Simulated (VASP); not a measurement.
```yaml
crystal:
  lattice:
    - [0.00000, 2.51008, 2.51008]
    - [2.51008, 0.00000, 2.51008]
    - [2.51008, 2.51008, 0.00000]
  atoms:
    - { symbol: Hf, position: [0.00000, 0.00000, 0.00000] }
    - { symbol: O, position: [0.25000, 0.25000, 0.25000] }
    - { symbol: O, position: [0.75000, 0.75000, 0.75000] }
```

These are PBEsol GGA, VASP's PBE PAW potentials (set 64) (plane waves; VASP) values and carry that method's errors. Numerical set-up: 520 eV cut-off, 9×9×9 Γ-centred mesh, tetrahedra with Blöchl corrections, potentials Hf_pv O.

Question: Estimate the energy per atom (σ→0).

Answer: 
```json
{
  "energy per atom (σ→0)": "-10.546 eV/atom"
}
```

Total energies compare only between runs with the same potentials, cut-off and functional.

The structure comes from a measured HfO2 entry (Fm-3m) of the Crystallography Open Database, whose conditions weren't checked. It was relaxed first, which changed the volume by -5 %.
